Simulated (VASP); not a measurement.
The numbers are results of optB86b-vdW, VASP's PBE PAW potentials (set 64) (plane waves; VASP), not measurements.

VASP ran on this input.

### POSCAR
```
Fe
1
   -1.4017638984     1.4017638984     1.4017638984
    1.4017638984    -1.4017638984     1.4017638984
    1.4017638984     1.4017638984    -1.4017638984
Fe
1
Direct
  0.0000000000   0.0000000000   0.0000000000
```

INCAR:
```
# general
SYSTEM  =Fe
PREC    =Accurate
ENCUT   =520
LREAL   =.False.
LASPH   =.True.

# electronic loop
EDIFF   =1E-7
NELM    =100
ALGO    =Normal
LMAXMIX =4

# smearing
ISMEAR  =1
SIGMA   =0.1

# functional
GGA     =MK
LUSE_VDW=.True.
AGGAC   =0.0
PARAM1  =0.1234
PARAM2  =1.0

# spin
ISPIN   =2
MAGMOM  =2.1

# ions
ISIF    =2

# output
LWAVE   =.False.
LCHARG  =.False.
LORBIT  =10
```

**KPOINTS**
```
Automatic mesh
0
Gamma
18 18 18
0 0 0
```

POTCAR, in this order: Fe (PBE.64 set). Program: vasp_std.

The run wrote:

**OSZICAR**
```
       N       E                     dE             d eps       ncg     rms          rms(c)
DAV:   1     0.180078812405E+02    0.18008E+02   -0.41499E+03  7284   0.108E+03
DAV:   2    -0.668002163650E+01   -0.24688E+02   -0.23385E+02  7101   0.130E+02
DAV:   3    -0.698699446325E+01   -0.30697E+00   -0.30628E+00  7887   0.199E+01
DAV:   4    -0.698844926224E+01   -0.14548E-02   -0.14547E-02  7613   0.125E+00
DAV:   5    -0.698846300384E+01   -0.13742E-04   -0.13742E-04  7689   0.110E-01    0.117E+01
DAV:   6    -0.602012597635E+01    0.96834E+00   -0.12380E+01  7431   0.570E+01    0.494E+00
DAV:   7    -0.595760826822E+01    0.62518E-01   -0.71335E-01  7419   0.134E+01    0.309E+00
DAV:   8    -0.595147963784E+01    0.61286E-02   -0.65633E-03  8752   0.695E-01    0.147E+00
DAV:   9    -0.594407196095E+01    0.74077E-02   -0.71710E-03  8961   0.727E-01    0.397E-01
DAV:  10    -0.594429906829E+01   -0.22711E-03   -0.88548E-04  8320   0.351E-01    0.145E-01
DAV:  11    -0.594428088175E+01    0.18187E-04   -0.17402E-04  7357   0.170E-01    0.432E-02
DAV:  12    -0.594428185526E+01   -0.97351E-06   -0.61216E-06  7493   0.402E-02    0.121E-02
DAV:  13    -0.594428249005E+01   -0.63479E-06   -0.84432E-07  7958   0.903E-03    0.554E-03
DAV:  14    -0.594428259698E+01   -0.10693E-06   -0.76017E-08  4002   0.398E-03    0.120E-03
DAV:  15    -0.594428257475E+01    0.22234E-07   -0.13361E-08  3562   0.114E-03
   1 F= -.59442826E+01 E0= -.59440667E+01  d E =-.647627E-03  mag=     2.1284
```

OUTCAR:
```
------------------------ aborting loop because EDIFF is reached ----------------------------------------
  FORCE on cell =-STRESS in cart. coord.  units (eV):
  Direction    XX          YY          ZZ          XY          YZ          ZX
  --------------------------------------------------------------------------------------
  Total        0.0404350      0.0404350      0.0404350      0.0000000      0.0000000     -0.0000000
  in kB        5.8800884      5.8800884      5.8800884      0.0000000      0.0000000     -0.0000000
  external PRESSURE =       5.8800884 kB  Pullay stress =       0.0000000 kB
  volume of cell :       11.02
      direct lattice vectors                 reciprocal lattice vectors
    -1.401763898  1.401763898  1.401763898     0.000000000  0.356693449  0.356693449
     1.401763898 -1.401763898  1.401763898     0.356693449  0.000000000  0.356693449
     1.401763898  1.401763898 -1.401763898     0.356693449  0.356693449  0.000000000
 POSITION                                       TOTAL-FORCE (eV/Angst)
 -----------------------------------------------------------------------------------
      0.00000      0.00000      0.00000         0.000000      0.000000     -0.000000
 -----------------------------------------------------------------------------------
    total drift:                                0.000000      0.000000      0.000000
  FREE ENERGIE OF THE ION-ELECTRON SYSTEM (eV)
  ---------------------------------------------------
  free  energy   TOTEN  =        -5.9442825747 eV

  energy  without entropy=       -5.9436349475  energy(sigma->0) =       -5.94406670

 total charge

# of ion       s       p       d       tot
------------------------------------------
    1        0.502   0.565   6.278   7.345

 magnetization (x)

# of ion       s       p       d       tot
------------------------------------------
    1       -0.013  -0.049   2.173   2.111
```
(Selected blocks of OUTCAR.)

The compound is Fe in the bcc structure. It was relaxed first, which changed the volume by -7 %.
